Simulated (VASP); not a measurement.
A hop in Si (diamond): Ga into a Si vacancy, in a supercell of 63 atoms. Nudged elastic band with 3 images between relaxed ends, without a climbing image, so the barrier is a lower bound. Computed with PBE GGA, VASP's PBE PAW potentials (set 64) (plane waves; VASP). Numerical set-up: PREC = Normal, LREAL = Auto, ISYM = 0, 400 eV cut-off, 1×1×1 Γ-centred mesh, Gaussian smearing of 0.050 eV, potentials Si Ga.

The supercell is sampled at Γ alone, which is coarse: total energies, pressure and levels can be off, energies of defects by several tenths of an eV.

First end (POSCAR):

```
GaSi62
1.0
    10.937075    0.000000    0.000000
     0.000000   10.937075    0.000000
     0.000000    0.000000   10.937075
Si Ga
62 1
Direct
     0.499878    0.999721    0.000072
     0.623652    0.126355    0.127066
     0.749181    0.250562    0.001583
     0.873227    0.376197    0.127049
     0.749487    0.001157    0.251003
     0.873347    0.126879    0.376554
     0.000196    0.000103    0.000200
     0.123925    0.125575    0.125687
     0.248794    0.249819    0.998857
     0.372911    0.374808    0.123063
     0.500361    0.499789    0.999875
     0.625193    0.627460    0.123048
     0.750466    0.751488    0.998863
     0.875000    0.876075    0.125673
     0.248323    0.998580    0.250098
     0.372552    0.122735    0.375072
     0.491921    0.249091    0.249530
     0.750421    0.507815    0.249520
     0.876720    0.627218    0.375116
     0.500313    0.999947    0.500118
     0.625284    0.123015    0.627576
     0.750897    0.249388    0.508437
     0.877443    0.374917    0.627585
     0.750026    0.998534    0.751582
     0.874450    0.125313    0.876322
     0.999933    0.500033    0.000407
     0.125692    0.625779    0.125727
     0.250440    0.749172    0.999343
     0.373809    0.874282    0.125562
     0.998824    0.250815    0.251003
     0.125018    0.375178    0.375265
     0.251440    0.499073    0.250880
     0.378602    0.621501    0.376170
     0.500798    0.748834    0.250857
     0.624848    0.874999    0.375314
     0.999867    0.999944    0.500342
     0.125827    0.125200    0.626284
     0.251218    0.250827    0.499388
     0.378498    0.376129    0.621721
     0.624030    0.621191    0.622208
     0.748817    0.748538    0.499506
     0.874445    0.874102    0.626147
     0.251020    0.998840    0.749421
     0.374150    0.125310    0.874439
     0.500906    0.250841    0.748864
     0.625037    0.374935    0.875278
     0.749534    0.498988    0.749156
     0.874875    0.626041    0.874508
     0.001353    0.751208    0.250337
     0.125483    0.874330    0.375970
     0.000255    0.499947    0.499828
     0.126309    0.624408    0.624131
     0.253264    0.747234    0.499130
     0.376197    0.873723    0.624657
     0.001412    0.249695    0.751716
     0.125469    0.375382    0.874840
     0.252738    0.498880    0.747253
     0.375445    0.624143    0.874208
     0.501067    0.746766    0.747565
     0.624578    0.874251    0.874694
     0.001151    0.749316    0.749318
     0.125153    0.875016    0.875089
     0.627558    0.371958    0.372919
```

Last end:

```
GaSi62
1.0
    10.937075    0.000000    0.000000
     0.000000   10.937075    0.000000
     0.000000    0.000000   10.937075
Si Ga
62 1
Direct
     0.500876    1.000058    0.000290
     0.623903    0.127556    0.127990
     0.749279    0.250762    0.001504
     0.871876    0.376442    0.128269
     0.749476    0.001186    0.250944
     0.872309    0.127786    0.376469
     0.000355   -0.000169    0.000179
     0.123981    0.125845    0.126020
     0.250773    0.248465    1.000820
     0.376097    0.375505    0.126186
     0.500371    0.499683    0.999903
     0.624385    0.624227    0.126156
     0.751600    0.749284    1.000662
     0.874585    0.875814    0.125918
     0.250370    1.000432    0.248911
     0.375848    0.125690    0.375996
     0.500752    0.252952    0.253500
     0.745823    0.498722    0.254069
     0.873760    0.623787    0.375899
     0.500607    0.999746    0.500043
     0.624593    0.126006    0.624430
     0.746872    0.253401    0.499396
     0.874378    0.375450    0.624460
     0.751324    1.000404    0.749762
     0.874303    0.125507    0.876401
     0.999904    0.499042    0.000495
     0.123975    0.624751    0.123436
     0.250770    0.749215    0.998736
     0.374931    0.876295    0.123339
     0.998626    0.250839    0.250892
     0.125035    0.374942    0.375035
     0.248316    0.499855    0.247648
     0.374596    0.625752    0.366738
     0.500102    0.752234    0.247443
     0.625108    0.875032    0.375127
     0.999802    1.000008    0.499388
     0.123873    0.123057    0.625189
     0.247977    0.247326    0.500028
     0.374442    0.366672    0.625631
     0.633459    0.625620    0.625952
     0.752566    0.751873    0.500122
     0.876722    0.876086    0.625194
     0.250886    0.998534    0.749416
     0.375228    0.123101    0.876233
     0.500087    0.247465    0.752022
     0.625057    0.374917    0.875153
     0.752787    0.499771    0.752118
     0.877048    0.624730    0.876265
    -0.000498    0.749027    0.248945
     0.125217    0.874489    0.374791
     0.000379    0.499639    0.499864
     0.126644    0.623975    0.624086
     0.252269    0.748128    0.498626
     0.376298    0.873439    0.624297
    -0.000385    0.248346    0.749843
     0.125329    0.374249    0.875107
     0.251798    0.498297    0.748286
     0.375910    0.623795    0.873728
     0.501634    0.747863    0.748458
     0.625582    0.874550    0.875026
     0.001417    0.749265    0.749339
     0.125284    0.874718    0.874901
     0.497357    0.502909    0.502914
```

### Question
Predict the energy profile and the barrier.

### Answer

```
image  path length (Å)  E − E(first end) (eV)
-----  ---------------  ---------------------
0                 0.00                  0.000
1                 0.65                  0.116
2                 1.31                  0.249
3                 1.97                  0.114
4                 2.63                  0.001
```
The highest image is number 2 (counting the first end as 0), 1.31 Å along the path. The barrier is 0.25 eV forward and 0.25 eV back; the ends differ by 0.00 eV.

The cell is a supercell with a defect, built from Si (diamond): Ga into a Si vacancy. The total moment is imposed (NUPDOWN), so this need not be the lowest spin state.
